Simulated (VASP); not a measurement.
```xyz
2
Lattice="1.5785 -2.7340 0.0000 1.5785 2.7340 0.0000 0.0000 0.0000 4.9916" Properties=species:S:1:pos:R:3 pbc="T T T"
Hf     1.5785     0.9114     1.2479
Hf     1.5785    -0.9114     3.7437
```

Calculation: PBEsol GGA, VASP's PBE PAW potentials (set 64) (plane waves; VASP 6.6.1). Run with 400 eV cut-off, 15×15×8 Γ-centred mesh, tetrahedra with Blöchl corrections, potentials Hf_pv.

Unless said otherwise, spin-orbit coupling is left out, though it shifts the bands of the heavy elements here.

### Question
Predict the energy per atom (σ→0), band gap (on the k-mesh) with the smallest direct gap where there is one.

### Answer

| Property | Result |
|---|---|
| band gap (on the k-mesh) | none (metal, semimetal or under 0.01 eV) |
| energy per atom (σ→0) | -10.503 eV/atom |

Total energies compare only between runs with the same potentials, cut-off and functional.

The compound is Hf in the hcp structure. It was relaxed first.
